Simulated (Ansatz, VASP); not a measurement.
YGe2Rh2 (lda): VASP beside Ansatz

INCAR

```
SYSTEM = YGe2Rh2
PREC     = Accurate       ! precision mode
ENCUT    = 520            ! plane-wave cutoff, eV
EDIFF    = 1E-7           ! SCF threshold, eV
ISMEAR   = 0              ! smearing method
SIGMA    = 0.1            ! smearing width, eV
LREAL    = .FALSE.        ! projectors in reciprocal space
LASPH    = .TRUE.         ! aspherical terms in the spheres
NELM     = 100            ! most SCF steps
ALGO     = Fast           ! electronic algorithm
ISIF     = 2              ! what is computed and relaxed
LWAVE    = .FALSE.        ! write WAVECAR
LCHARG   = .TRUE.         ! write CHGCAR
LELF     = .TRUE.         ! ELF
LVHAR    = .TRUE.       
NBANDS   = 42             ! bands
```

File KPOINTS:

```
regular mesh
0
G
  6 6 6
  0 0 0
```

Contents of POSCAR:

```
YGe2Rh2
1.0
   -2.0515000000      2.0515000000      5.1035000000
    2.0515000000     -2.0515000000      5.1035000000
    2.0515000000      2.0515000000     -5.1035000000
Y Ge Rh
1 2 2
Direct
    0.0000000000      0.0000000000      0.0000000000
    0.3780000000      0.3780000000      0.0000000000
    0.6220000000      0.6220000000      0.0000000000
    0.7500000000      0.2500000000      0.5000000000
    0.2500000000      0.7500000000      0.5000000000
```

Input for Ansatz:

```yaml
crystal:
  lattice:
    - [-2.0515, 2.0515, 5.1035]
    - [2.0515, -2.0515, 5.1035]
    - [2.0515, 2.0515, -5.1035]
  atoms:
    - { symbol: "Y", position: [0.0, 0.0, 0.0] }
    - { symbol: Ge, position: [0.378, 0.378, 0.0] }
    - { symbol: Ge, position: [0.622, 0.622, 0.0] }
    - { symbol: Rh, position: [0.75, 0.25, 0.5] }
    - { symbol: Rh, position: [0.25, 0.75, 0.5] }
basis:
  ecutwfc: 420
kpoints:
  mp_grid: { grid: [6, 6, 6] }
hamiltonian:
  xc: lda
scf:
  occupations: { method: gaussian, width: 0.1 }
output:
  forces: true
  stress: true
  eigenvalues: true
```

Alike in both runs: task single point; functional LDA; k mesh 6 × 6 × 6; occupations gaussian, width 0.1 eV; no spin polarisation.

|  | VASP | Ansatz |
| --- | --- | --- |
| version | VASP 6.6.1 | Ansatz 0.2.0 |
| potentials or method | VASP PAW LDA potentials, release 64 (Y_sv, Ge_d, Rh_pv) | scalar-relativistic, plane waves, PAW |
| plane-wave cutoff (eV) | 520 | 420 |
| valence electrons in the cell | 69 | 73 |

|  | VASP | Ansatz | Ansatz less VASP |
| --- | --- | --- | --- |
| gap on the k mesh at the Fermi level (eV) | none | none | - |
| pressure (GPa) | -4.2 | -4.7 | -0.51 |
| largest component of the traceless stress (GPa) | 0.50 | 0.54 | +0.046 |
| rms of the force components (eV/Å) | 0.044 | 0.063 | +0.0187 |

Atom by atom the forces differ by 0.019 eV/Å (rms over components). A gap of «none» marks a metal or a gap that the smearing closes. The two sets of potentials don't hold the same shells in valence.

Caveats: the k mesh is coarse (spacing up to 0.36 Å⁻¹), so the values aren't converged.
